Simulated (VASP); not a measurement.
```xyz
2
Lattice="2.8797 0.0000 0.0000 0.0000 2.8797 0.0000 0.0000 0.0000 2.8797" Properties=species:S:1:pos:R:3 pbc="T T T"
Co     0.0000     0.0000     0.0000
Ge     1.4399     1.4399     1.4399
```
Starting moments (μB, in the order of the record's atoms Co Ge): 0.7 0.0.

All values below come from PBEsol GGA, VASP's PBE PAW potentials (set 64) (plane waves; VASP). Numerical set-up: 400 eV cut-off, Gaussian smearing of 0.050 eV, potentials Co Ge_d.

### Question
Give the spin-up energies of bands 6 to 14 at the high-symmetry points, in eV from the Fermi level.

### Answer

| band | Γ | X | M | R |
|---|---|---|---|---|
| 6 | -14.34 | -10.85 | -8.76 | -5.53 |
| 7 | -3.60 | -8.43 | -5.05 | -5.53 |
| 8 | -3.60 | -3.23 | -5.05 | -5.53 |
| 9 | -1.50 | -2.68 | -3.60 | -3.80 |
| 10 | -1.50 | -2.68 | -2.07 | -1.15 |
| 11 | -1.50 | -1.46 | -2.07 | -1.15 |
| 12 | 2.73 | -0.92 | -1.19 | 2.34 |
| 13 | 2.73 | 7.57 | 0.44 | 2.34 |
| 14 | 2.73 | 7.57 | 1.86 | 2.34 |

### Question
Give the spin-down energies of bands 6 to 14 at the high-symmetry points, in eV from the Fermi level.

### Answer

```json
[
 {"band": "6", "Γ": "-14.31", "X": "-10.84", "M": "-8.69", "R": "-5.33"},
 {"band": "7", "Γ": "-2.83", "X": "-8.35", "M": "-5.03", "R": "-5.33"},
 {"band": "8", "Γ": "-2.83", "X": "-2.38", "M": "-5.03", "R": "-5.33"},
 {"band": "9", "Γ": "-0.97", "X": "-2.25", "M": "-2.99", "R": "-3.79"},
 {"band": "10", "Γ": "-0.97", "X": "-2.25", "M": "-1.58", "R": "-0.07"},
 {"band": "11", "Γ": "-0.97", "X": "-0.92", "M": "-1.58", "R": "-0.07"},
 {"band": "12", "Γ": "2.75", "X": "0.09", "M": "-0.11", "R": "2.38"},
 {"band": "13", "Γ": "2.75", "X": "7.71", "M": "0.92", "R": "2.38"},
 {"band": "14", "Γ": "2.75", "X": "7.71", "M": "2.38", "R": "2.38"}
]
```

It has no gap at this level: it comes out as a metal or semimetal.

The structure was generated: CoGe was put into the CsCl type (Pm-3m), which need not be its known phase. It was relaxed first.
